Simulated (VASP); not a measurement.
# 1 units of PbZrO3 (001), ZrO2 faces on Al(100) in VASP, part 5 of 5

How does 1 units of PbZrO3 (001), ZrO2 faces on Al(100) behave as a surface?

VASP 6.6.1; PBEsol with D3(BJ); plane waves and PAW (Al, Zr_sv, O, Pb).

So far. Step 6 (The slab in a field, field 0.1): Energy at zero smearing: -102.31547 eV.

## (8) Slab, other settings: ISMEAR = 1 and SIGMA = 0.02

This step: PBEsol with D3(BJ); plane waves and PAW (Al, Zr_sv, O, Pb) (VASP 6.6.1).

The run is repeated with some settings moved, to see what they change.

File INCAR:

```
SYSTEM = Zr2Al8PbO5
PREC = Normal
ENCUT = 400
EDIFF = 1E-06
NELM = 120
ISMEAR = 1
SIGMA = 0.02
LREAL = Auto
ALGO = Fast
GGA = PS
IVDW = 12
NBANDS = 57
LORBIT = 11
LWAVE = .FALSE.
LCHARG = .FALSE.
KPAR = 4
IDIPOL = 3
LDIPOL = .TRUE.
DIPOL = 0.5 0.5 0.514
LVHAR = .TRUE.
LVACPOTAV = .TRUE.
```

File POSCAR:

```
Zr2Al8PbO5
1.0
    4.1600000000      0.0000000000      0.0000000000
    0.0000000000      4.1600000000      0.0000000000
    0.0000000000      0.0000000000     31.2141469282
Al Zr O Pb
8 2 5 1
Direct
    0.0000000000      0.5000000000      0.2935150335
    0.5000000000      0.0000000000      0.2935150335
    0.0000000000      0.0000000000      0.3567412274
    0.5000000000      0.5000000000      0.3581571872
    0.0000000000      0.5000000000      0.4203471494
    0.5000000000      0.0000000000      0.4203471494
    0.0000000000      0.0000000000      0.4775793883
    0.5000000000      0.5000000000      0.4971691575
    0.0000000000      0.0000000000      0.5746216156
    0.0000000000      0.0000000000      0.7009495119
    0.5000000000      0.0000000000      0.5757202468
    0.0000000000      0.5000000000      0.5757202468
    0.0000000000      0.0000000000      0.6388954790
    0.5000000000      0.0000000000      0.7020489248
    0.0000000000      0.5000000000      0.7020489248
    0.5000000000      0.5000000000      0.6415131356
```

File KPOINTS:

```
Automatic mesh
0
Gamma
8 8 1
0 0 0
```

PAW data sets: Al, Zr_sv, O and Pb (PBE family, release 64).

Command:

```console
> mpirun -np 4 vasp_std
```

Output:

```text
[... set-up lines as in an earlier step ...]
 entering main loop
       N       E                     dE             d eps       ncg     rms          rms(c)
DAV:   1     0.567289487735E+03    0.56729E+03   -0.30195E+04  1878   0.958E+02
DAV:   2    -0.200878417685E+02   -0.58738E+03   -0.55008E+03  2191   0.257E+02
DAV:   3    -0.108684827996E+03   -0.88597E+02   -0.87173E+02  2355   0.950E+01
DAV:   4    -0.113712970879E+03   -0.50281E+01   -0.50118E+01  2580   0.216E+01
DAV:   5    -0.114030683056E+03   -0.31771E+00   -0.31760E+00  2876   0.400E+00    0.405E+01
RMM:   6    -0.998213489827E+02    0.14209E+02   -0.66163E+01  2131   0.234E+01    0.191E+01
RMM:   7    -0.117448907112E+03   -0.17628E+02   -0.15013E+01  2558   0.941E+00    0.142E+01
RMM:   8    -0.143418418519E+03   -0.25970E+02   -0.25159E+01  2679   0.752E+00    0.377E+01
RMM:   9    -0.105430539054E+03    0.37988E+02   -0.69255E+00  2430   0.651E+00    0.138E+01
RMM:  10    -0.102576975139E+03    0.28536E+01   -0.11222E+01  2464   0.873E+00    0.114E+01
RMM:  11    -0.994271713471E+02    0.31498E+01   -0.64173E+00  2451   0.747E+00    0.369E+00
RMM:  12    -0.992325230534E+02    0.19465E+00   -0.16765E+00  2713   0.328E+00    0.234E+00
RMM:  13    -0.992575080208E+02   -0.24985E-01   -0.27608E-01  3050   0.128E+00    0.249E+00
RMM:  14    -0.992481191825E+02    0.93888E-02   -0.22662E-01  2887   0.129E+00    0.344E+00
RMM:  15    -0.993803277805E+02   -0.13221E+00   -0.58784E-01  2695   0.238E+00    0.189E+00
RMM:  16    -0.999351216408E+02   -0.55479E+00   -0.13070E+00  3045   0.346E+00    0.633E+00
RMM:  17    -0.994260547255E+02    0.50907E+00   -0.50641E-01  2565   0.226E+00    0.344E+00
RMM:  18    -0.992907098683E+02    0.13534E+00   -0.19609E-01  2660   0.119E+00    0.230E+00
RMM:  19    -0.992378885594E+02    0.52821E-01   -0.52440E-02  2863   0.640E-01    0.165E+00
RMM:  20    -0.992233239264E+02    0.14565E-01   -0.10616E-02  3081   0.270E-01    0.151E+00
RMM:  21    -0.992192711103E+02    0.40528E-02   -0.26200E-03  3137   0.134E-01    0.148E+00
RMM:  22    -0.992290046070E+02   -0.97335E-02   -0.45819E-03  2664   0.212E-01    0.169E+00
RMM:  23    -0.991087255369E+02    0.12028E+00   -0.75947E-02  3156   0.587E-01    0.113E+00
RMM:  24    -0.990893081199E+02    0.19417E-01   -0.19555E-02  3014   0.280E-01    0.864E-01
RMM:  25    -0.990900115592E+02   -0.70344E-03   -0.20988E-03  3023   0.116E-01    0.895E-01
RMM:  26    -0.990840925562E+02    0.59190E-02   -0.27866E-03  2899   0.139E-01    0.767E-01
RMM:  27    -0.990842425383E+02   -0.14998E-03   -0.76725E-04  2780   0.869E-02    0.850E-01
RMM:  28    -0.990614971477E+02    0.22745E-01   -0.23764E-02  3300   0.384E-01    0.534E-01
RMM:  29    -0.990600953602E+02    0.14018E-02   -0.40331E-03  3102   0.158E-01    0.399E-01
RMM:  30    -0.990595027292E+02    0.59263E-03   -0.88513E-04  3064   0.790E-02    0.327E-01
RMM:  31    -0.990578207749E+02    0.16820E-02   -0.81798E-04  2964   0.696E-02    0.266E-01
WARNING in EDDRMM: call to ZHEGV failed, returncode =   8  4     11
RMM:  32    -0.990563661101E+02    0.14547E-02   -0.98412E-04  3022   0.808E-02    0.147E-01
RMM:  33    -0.990557093440E+02    0.65677E-03   -0.50569E-04  2978   0.511E-02    0.907E-02
RMM:  34    -0.990554001855E+02    0.30916E-03   -0.22595E-04  3000   0.337E-02    0.782E-02
RMM:  35    -0.990551329983E+02    0.26719E-03   -0.16088E-04  2909   0.265E-02    0.706E-02
RMM:  36    -0.990548043378E+02    0.32866E-03   -0.20207E-04  2895   0.314E-02    0.455E-02
RMM:  37    -0.990547266278E+02    0.77710E-04   -0.93217E-05  2859   0.233E-02    0.309E-02
RMM:  38    -0.990547349516E+02   -0.83237E-05   -0.37761E-05  2750   0.185E-02    0.408E-02
RMM:  39    -0.990546116880E+02    0.12326E-03   -0.10356E-04  2916   0.230E-02    0.207E-02
RMM:  40    -0.990546002019E+02    0.11486E-04   -0.35449E-05  2677   0.130E-02    0.156E-02
RMM:  41    -0.990546018298E+02   -0.16279E-05   -0.24551E-05  2643   0.114E-02    0.114E-02
RMM:  42    -0.990545893466E+02    0.12483E-04   -0.11936E-05  2341   0.790E-03    0.793E-03
RMM:  43    -0.990545922284E+02   -0.28818E-05   -0.67656E-06  2062   0.624E-03    0.625E-03
RMM:  44    -0.990545922099E+02    0.18510E-07   -0.51513E-06  1951   0.535E-03
 [... a notice as in an earlier step ...]

   1 F= -.10232358E+03 E0= -.10232365E+03  d E =0.208775E-03
```

Run time: 4.2 min. Hardware: 4 MPI ranks of Intel Xeon Platinum 8488C (Sapphire Rapids), shared host; peak memory 1.5 GiB.

From OUTCAR (step 8):

```text
   NELECT =      82.0000    total number of electrons

 dipolmoment           0.000000      0.000000     -0.096319 electrons x Angstroem

 E-fermi :   1.0755

 k-point     1 :       0.0000    0.0000    0.0000
  band No.  band energies     occupation
    ...
     36      -0.4292      2.00000
     37      -0.4057      2.00000
     38      -0.0932      2.00000
     39      -0.0932      2.00000
     40      -0.0070      2.00000
     41       1.0913      0.02736
     42       1.2043     -0.00000
     43       1.7232      0.00000
     44       1.7232      0.00000
     45       2.5139      0.00000
    ...

 Edisp (eV)   -3.26899

  Total     -17.88249   -17.88249    -4.16290     0.00000     0.00000    -0.00000
  in kB     -53.03963   -53.03963   -12.34719     0.00000     0.00000    -0.00000
  external pressure =      -39.48 kB  Pullay stress =        0.00 kB

 POSITION                                       TOTAL-FORCE (eV/Angst)
 -----------------------------------------------------------------------------------
      0.00000      2.08000      9.16182        -0.000000      0.000000      0.017991
      2.08000      0.00000      9.16182         0.000000      0.000000      0.017991
      0.00000      0.00000     11.13537        -0.000000      0.000000      0.019346
      2.08000      2.08000     11.17957         0.000000      0.000000      0.017247
      0.00000      2.08000     13.12078        -0.000000      0.000000      0.008471
      2.08000      0.00000     13.12078        -0.000000      0.000000      0.008471
      0.00000      0.00000     14.90723        -0.000000      0.000000      0.024371
      2.08000      2.08000     15.51871        -0.000000      0.000000      0.001216
      0.00000      0.00000     17.93632        -0.000000      0.000000     -0.020964
      0.00000      0.00000     21.87954        -0.000000     -0.000000     -0.014698
      2.08000      0.00000     17.97062        -0.000000      0.000000     -0.013385
      0.00000      2.08000     17.97062         0.000000      0.000000     -0.013385
      0.00000      0.00000     19.94258        -0.000000      0.000000     -0.010427
      2.08000      0.00000     21.91386        -0.000000     -0.000000     -0.021169
      0.00000      2.08000     21.91386        -0.000000      0.000000     -0.021169
      2.08000      2.08000     20.02429        -0.000000      0.000000      0.000094
 -----------------------------------------------------------------------------------
    total drift:                                0.000000      0.000000      0.048176

  FREE ENERGIE OF THE ION-ELECTRON SYSTEM (eV)
  ---------------------------------------------------
  free  energy   TOTEN  =      -102.3235820043 eV

  energy  without entropy=     -102.3237907795  energy(sigma->0) =     -102.32365160

 vacuum level on the upper side and lower side of the slab         4.454         5.453

[... 8 parts as in an earlier step ...]

[... 9 further parts left out ...]
```

This step gave:

| Item | Value |
| --- | --- |
| electronic cycles | 44 |
| free energy (TOTEN) | -102.3236 eV |
| energy at zero smearing | -102.3237 eV |
| Fermi energy | 1.075 eV |
| dipole moment | 0, 0, -0.09632 e·Å |
| vacuum levels | 4.454, 5.453 eV |
| work functions of the upper and lower face | 3.378, 4.378 eV |

Settings moved on purpose: ISMEAR = 1 and SIGMA = 0.02.

Against the run that it repeats, NBANDS also differs.

The two runs compared:

```csv
quantity,this run,the run it repeats,difference
energy at zero smearing (eV),-102.32,-102.32,-0.00560
free energy (TOTEN) (eV),-102.32,-102.38,0.0523
Fermi energy (eV),1.0755,1.0462,0.0293
electronic cycles,44,33,11
```

The total energy moves by -0.4 meV an atom.

## (9) Results

- work function of the slab: 3.41 eV
- polarisability per area of the slab or monolayer: 1.17 Å

What this shows: The work function is 3.41 eV at the upper face and 4.43 eV at the lower. The atom that ends on top (O) moved inwards by 0.30 Å, counted from the mean of all atoms. Spin-orbit coupling is left out, which matters for the heavy elements here. The cell in the plane was kept as given and was not relaxed here.

[Lines on the potential files, build, host, timing and source positions are cut from VASP's logs without a mark.]

[Logs are printed without paths, hosts, clocks, repeated set-up lines and the standing remarks that a program may print on its own settings, such as how far it seeks lower states.]

[Hosts, paths, dates, database ids (printed as entryN), source tags and the programs' standing remarks are cut or masked in the printed files.]

[In band tables of VASP the shares of atoms and orbitals are scaled to a sum of 1 inside the atoms' spheres.]

[Runs that stopped without an error message from VASP are left out.]

[VASP counts the dipole in electrons times Å, so a positive number points the physical dipole along −c.]
